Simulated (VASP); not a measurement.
**MgZnO$_{2}$ (space group P3m1): computed properties**

The numbers are results of PBEsol GGA, VASP's PBE PAW potentials (set 64) (plane waves; VASP), not measurements.

```yaml
space_group: P3m1 (156)
cell: a = 3.2635 Å, b = 3.2635 Å, c = 5.1417 Å, α = 90.00°, β = 90.00°, γ = 120.00°
volume_per_atom: 11.86 Å^3/atom
band gap (over mesh and band path): 1.69 eV
smallest direct gap (over mesh and band path): 1.69 eV
band_edge_character_without_spin_orbit_coupling: direct, Γ to Γ
band_gap_with_spin_orbit_coupling: 1.67 eV
density: 4.26 g/cm³
```

```
CELL_PARAMETERS angstrom
      3.26352     0.00000     0.00000
     -1.63176     2.82629     0.00000
      0.00000     0.00000     5.14173
ATOMIC_POSITIONS crystal
  Mg 0.33333 0.66667 0.49665
  Zn 0.66667 0.33333 0.00349
  O  0.33333 0.66667 0.88322
  O  0.66667 0.33333 0.38862
```

The structure comes from a computed database's MgZnO2 entry (P3m1); how it stands against other phases isn't given here. It was relaxed first. Symmetry was kept, so distortions that lower it aren't found.
